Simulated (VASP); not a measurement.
Input:

```
AuCu
1.0
    2.77835     0.00000     0.00000
    0.00000     2.77835     0.00000
    0.00000     0.00000     3.63907
Cu Au
1 1
Direct
  0.00000   0.00000   0.00000
  0.50000   0.50000   0.50000
```

These are MS2 meta-GGA, VASP's PBE PAW potentials (set 64) (plane waves; VASP) values and carry that method's errors. Run with 520 eV cut-off, 15×15×11 Γ-centred mesh, tetrahedra with Blöchl corrections, potentials Cu Au.

Q: Give the energies of bands 1 to 14 at the high-symmetry points, in eV from the Fermi level.

A: 
| band | Γ | X | M | Z | R | A |
|---|---|---|---|---|---|---|
| 1 | -10.30 | -7.11 | -7.61 | -8.42 | -7.37 | -7.06 |
| 2 | -7.01 | -5.87 | -6.17 | -6.74 | -7.04 | -6.09 |
| 3 | -6.88 | -5.70 | -6.17 | -6.28 | -4.78 | -6.09 |
| 4 | -4.28 | -4.86 | -5.97 | -3.92 | -4.31 | -3.75 |
| 5 | -4.28 | -4.36 | -1.87 | -3.91 | -4.30 | -3.38 |
| 6 | -3.19 | -3.44 | -1.83 | -3.91 | -2.92 | -3.38 |
| 7 | -3.03 | -3.22 | -1.77 | -3.44 | -1.92 | -3.37 |
| 8 | -2.33 | -3.20 | -1.68 | -2.92 | -1.88 | -2.35 |
| 9 | -1.80 | -2.56 | -1.42 | -2.57 | -1.67 | -1.77 |
| 10 | -1.52 | -2.30 | -1.42 | -2.44 | -1.63 | -1.68 |
| 11 | -1.52 | -0.99 | 0.42 | -2.44 | -1.37 | 5.50 |
| 12 | 1.94 | -0.14 | 0.42 | -2.10 | -1.34 | 5.50 |
| 13 | 8.41 | 9.57 | 5.41 | 14.52 | 2.86 | 5.54 |
| 14 | 10.12 | 9.67 | 7.15 | 14.88 | 4.60 | 6.54 |

It has no gap at this level: it comes out as a metal or semimetal.

The compound is CuAu in the L1_0 structure. It was relaxed first.
